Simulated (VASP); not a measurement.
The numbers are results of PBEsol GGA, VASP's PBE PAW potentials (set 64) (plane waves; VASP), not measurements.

VASP input:

### POSCAR
```
Sr3Li
1
   -2.6929810000     2.6929810000     5.9984630000
    2.6929810000    -2.6929810000     5.9984630000
    2.6929810000     2.6929810000    -5.9984630000
Sr Li
3 1
Direct
  0.5010570000   0.4974160000   0.0041400000
  0.7533670000   0.2583750000   0.5041210000
  0.2412680000   0.7430620000   0.4822020000
  0.0043070000   0.0011470000   0.0095370000
```

### KPOINTS
```
K-points
0
gamma
5 5 5
```

**INCAR**
```
ALGO = Normal
EDIFF = 1E-6
ENCUT = 400
GGA = PS
ISIF = 2
ISMEAR = 0
LASPH = T
LCHARG = F
LMAXMIX = 4
LREAL = F
LWAVE = F
NELM = 100
PREC = Accurate
SIGMA = 0.136
SYSTEM = Sr3Li
```

POTCAR, in this order: Sr_sv Li_sv (PBE.64 set). Program: vasp_std.

**Question.** What does the run give for the energy per atom (σ→0), largest force, band gap (on the k-mesh)?

**Answer.** 
```
Quantity                                                     Value
------------------------  ----------------------------------------
energy per atom (σ→0)                               -1.774 eV/atom
band gap (on the k-mesh)  none (metal, semimetal or under 0.01 eV)
largest force                                           0.242 eV/Å
```

**OSZICAR**
```
...
DAV:   6    -0.713669408664E+01    0.38288E-01   -0.67430E-02  3704   0.183E+00    0.127E+01
DAV:   7    -0.712086502859E+01    0.15829E-01   -0.70433E-02  3960   0.201E+00    0.732E-01
DAV:   8    -0.712087586218E+01   -0.10834E-04   -0.80206E-03  3968   0.532E-01    0.169E-01
DAV:   9    -0.712095849636E+01   -0.82634E-04   -0.51338E-04  3644   0.137E-01    0.810E-02
DAV:  10    -0.712098604999E+01   -0.27554E-04   -0.50344E-05  4248   0.475E-02    0.264E-02
DAV:  11    -0.712099026094E+01   -0.42110E-05   -0.46696E-06  3216   0.164E-02    0.511E-03
DAV:  12    -0.712099036261E+01   -0.10167E-06   -0.90422E-07  2000   0.592E-03
   1 F= -.71209904E+01 E0= -.70964630E+01  d E =-.490547E-01
```

The structure was generated: Sr3Li was put into an ordered model structure, which need not be its known phase. The cell was not relaxed at this level, atoms are displaced from their ideal sites. The k-mesh is coarse (spacing up to 0.33 per Å, 2π included), so the numbers may not be converged in it. The electron count is odd and the run is not spin-polarised, which forces a metal.
